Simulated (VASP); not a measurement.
Calculation: r2SCAN meta-GGA, VASP's PBE PAW potentials (set 64) (plane waves; VASP).

The input files of a VASP run:

KPOINTS_OPT:
```
k-points along high-symmetry lines
10
Line-mode
Reciprocal
  0.000000   0.000000   0.000000 ! GAMMA
  0.500000   0.000000   0.500000 ! X

  0.500000   0.000000   0.500000 ! X
  0.625000   0.250000   0.625000 ! U

  0.375000   0.375000   0.750000 ! K
  0.000000   0.000000   0.000000 ! GAMMA

  0.000000   0.000000   0.000000 ! GAMMA
  0.500000   0.500000   0.500000 ! L

  0.500000   0.500000   0.500000 ! L
  0.500000   0.250000   0.750000 ! W

  0.500000   0.250000   0.750000 ! W
  0.500000   0.000000   0.500000 ! X
```

**INCAR**
```
SYSTEM = PbS
PREC = Accurate
ENCUT = 400
EDIFF = 1E-7
NELM = 100
ALGO = Normal
LREAL = .FALSE.
LASPH = .TRUE.
ISMEAR = -5
METAGGA = R2SCAN
LMIXTAU = .TRUE.
LMAXMIX = 4
LWAVE = .FALSE.
LCHARG = .FALSE.
LORBIT = 11
NEDOS = 601
ISIF = 2
```

KPOINTS:
```
Automatic mesh
0
Gamma
 9 9 9
0 0 0
```

**POSCAR**
```
PbS
1
    0.0000000000     2.9862226180     2.9862226180
    2.9862226180     0.0000000000     2.9862226180
    2.9862226180     2.9862226180     0.0000000000
Pb S
1 1
Direct
  0.0000000000   0.0000000000   0.0000000000
  0.5000000000   0.5000000000   0.5000000000
```

POTCAR, in this order: Pb_d S (PBE.64 set). Program: vasp_std.

Output of the run:

OSZICAR:
```
       N       E                     dE             d eps       ncg     rms          rms(c)
DAV:   1     0.926844686117E+02    0.92684E+02   -0.86742E+03   980   0.126E+03
DAV:   2    -0.584454513307E+02   -0.15113E+03   -0.14808E+03  1064   0.341E+02
DAV:   3    -0.704240357991E+02   -0.11979E+02   -0.11936E+02  1292   0.101E+02
DAV:   4    -0.707002599919E+02   -0.27622E+00   -0.27613E+00  1116   0.189E+01
DAV:   5    -0.707109243074E+02   -0.10664E-01   -0.10664E-01  1402   0.334E+00    0.451E+00
DAV:   6    -0.654689774625E+02    0.52419E+01   -0.29226E+00  1196   0.328E+01    0.398E+00
DAV:   7    -0.654856908358E+02   -0.16713E-01   -0.72242E-01  1010   0.115E+01    0.215E+00
DAV:   8    -0.655471453711E+02   -0.61455E-01   -0.67201E-01   980   0.717E+00    0.826E-01
DAV:   9    -0.656080576334E+02   -0.60912E-01   -0.24367E-01  1004   0.432E+00    0.649E-01
DAV:  10    -0.656050385784E+02    0.30191E-02   -0.33608E-02  1106   0.210E+00    0.406E-01
DAV:  11    -0.656082057950E+02   -0.31672E-02   -0.15723E-02  1016   0.119E+00    0.930E-02
DAV:  12    -0.656105716589E+02   -0.23659E-02   -0.67044E-03  1004   0.880E-01    0.159E-01
DAV:  13    -0.656105363604E+02    0.35299E-04   -0.59989E-04  1064   0.233E-01    0.940E-02
DAV:  14    -0.656113838075E+02   -0.84745E-03   -0.40955E-04  1010   0.222E-01    0.382E-02
DAV:  15    -0.656116956524E+02   -0.31184E-03   -0.37720E-04  1034   0.225E-01    0.164E-02
DAV:  16    -0.656116948994E+02    0.75295E-06   -0.18709E-05  1232   0.470E-02    0.414E-03
DAV:  17    -0.656116995914E+02   -0.46920E-05   -0.73478E-06  1016   0.273E-02    0.271E-03
DAV:  18    -0.656116986698E+02    0.92157E-06   -0.30907E-07  1232   0.528E-03    0.165E-03
DAV:  19    -0.656116999157E+02   -0.12459E-05   -0.14322E-06   992   0.117E-02    0.313E-04
DAV:  20    -0.656116992235E+02    0.69216E-06   -0.10252E-07   760   0.389E-03    0.141E-04
DAV:  21    -0.656116992818E+02   -0.58264E-07   -0.12358E-08   538   0.132E-03
   1 F= -.65611699E+02 E0= -.65611699E+02  d E =0.000000E+00
       N       E                     dE             ncg
       N       E                     dE             ncg
```

**OUTCAR**
```
------------------------ aborting loop because EDIFF is reached ----------------------------------------
  FORCE on cell =-STRESS in cart. coord.  units (eV):
  Direction    XX          YY          ZZ          XY          YZ          ZX
  --------------------------------------------------------------------------------------
  Total        0.0092612      0.0092612      0.0092612      0.0000000      0.0000000     -0.0000000
  in kB        0.2786005      0.2786005      0.2786005      0.0000000      0.0000000     -0.0000000
  external PRESSURE =       0.2786005 kB  Pullay stress =       0.0000000 kB
  volume of cell :       53.26
      direct lattice vectors                 reciprocal lattice vectors
     0.000000000  2.986222618  2.986222618    -0.167435608  0.167435608  0.167435608
     2.986222618  0.000000000  2.986222618     0.167435608 -0.167435608  0.167435608
     2.986222618  2.986222618  0.000000000     0.167435608  0.167435608 -0.167435608
  FREE ENERGIE OF THE ION-ELECTRON SYSTEM (eV)
  ---------------------------------------------------
  free  energy   TOTEN  =       -65.6116992818 eV

  energy  without entropy=      -65.6116992818  energy(sigma->0) =      -65.61169928

 total charge

# of ion       s       p       d       tot
------------------------------------------
    1        1.487   0.477   9.839  11.803
    2        1.336   2.364   0.000   3.699
--------------------------------------------------
tot          2.823   2.840   9.839  15.502
```
(Selected blocks of OUTCAR.)

The structure comes from a measured PbS entry (Fm-3m) of the Crystallography Open Database, whose conditions weren't checked. It was relaxed first.
